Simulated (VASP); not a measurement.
Data:

```
CELL_PARAMETERS angstrom
      0.00000     3.19171     3.19171
      3.19171     0.00000     3.19171
      3.19171     3.19171     0.00000
ATOMIC_POSITIONS crystal
  Rb 0.00000 0.00000 0.00000
  Cl 0.50000 0.50000 0.50000
```

The numbers are results of LDA (Ceperley-Alder, Perdew-Zunger), VASP's LDA PAW potentials (set 64) (plane waves; VASP), not measurements. Numerical set-up: 520 eV cut-off, 8×8×8 Γ-centred mesh, tetrahedra with Blöchl corrections, potentials Rb_sv Cl.

Problem. Predict the energy per atom (σ→0), band gap (on the k-mesh) with the smallest direct gap where there is one.

Solution. 
| Property | Value |
|---|---|
| band gap (on the k-mesh) | 4.85 eV |
| smallest direct gap (on the k-mesh) | 4.85 eV |
| energy per atom (σ→0) | -3.634 eV/atom |

The compound is RbCl in the rock salt structure. It was relaxed first, which changed the volume by -9 %.
